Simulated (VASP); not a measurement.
```
CELL_PARAMETERS angstrom
      0.00000     3.39764     3.39764
      3.39764     0.00000     3.39764
      3.39764     3.39764     0.00000
ATOMIC_POSITIONS crystal
  Re 0.00000 0.00000 0.00000
  Te 0.25000 0.25000 0.25000
  Te 0.75000 0.75000 0.75000
```

Level of theory: PBE GGA, VASP's PBE PAW potentials (set 64) (plane waves; VASP). Numerical set-up: 400 eV cut-off, 4×4×4 Γ-centred mesh, Gaussian smearing of 0.050 eV, potentials Re Te.

Unless said otherwise, spin-orbit coupling is left out, though it shifts the bands of the heavy elements here.

Q: Predict the energy per atom (σ→0), pressure, band gap (on the k-mesh) with the smallest direct gap where there is one.

A: 
The band gap (on the k-mesh) comes out as none (metal, semimetal or under 0.01 eV) and the energy per atom (σ→0) comes out as -5.779 eV/atom. The pressure is -98.0 kbar.

Only differences to runs with the same potentials and settings are physical.

The structure was generated: ReTe2 was put into the fluorite type (Fm-3m), which need not be its known phase. The cell was not relaxed at this level. The k-mesh is coarse (spacing up to 0.40 per Å, 2π included), so the numbers may not be converged in it. The electron count is odd and the run is not spin-polarised, which forces a metal.
